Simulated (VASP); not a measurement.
**YSi₂ (space group P6/mmm): computed properties**

The numbers are results of r2SCAN meta-GGA, VASP's PBE PAW potentials (set 64) (plane waves; VASP), not measurements.

```
Quantity                                                                               Result
----------------------------------  ---------------------------------------------------------
space group                                                                      P6/mmm (191)
cell                                a = b = 4.058 Å, c = 3.997 Å, α = β = 90.00°, γ = 120.00°
volume per atom                                                                 19.01 Å³/atom
band gap (over mesh and band path)                   none (metal, semimetal or under 0.01 eV)
density                                                                            4.23 g/cm³
```

YSi2 is modelled in the hexagonal space group P6/mmm (No. 191), Pearson symbol hP3. Cell: a = b = 4.058 Å, c = 3.997 Å, α = β = 90.00°, γ = 120.00°. Y on 1a is coordinated by 12 Si at 3.080 Å. Si on 2d is coordinated by 3 Si at 2.343 Å and 6 Y at 3.080 Å. (Neighbours: up to the widest gap in distance over summed covalent radii, below 1.35, at either atom; cation-cation and far metal-metal contacts left out.)

The structure comes from a computed database's YSi2 entry (P6/mmm); how it stands against other phases isn't given here. It was relaxed first. Symmetry was kept, so distortions that lower it aren't found. The electron count is odd and the run is not spin-polarised, which forces a metal.
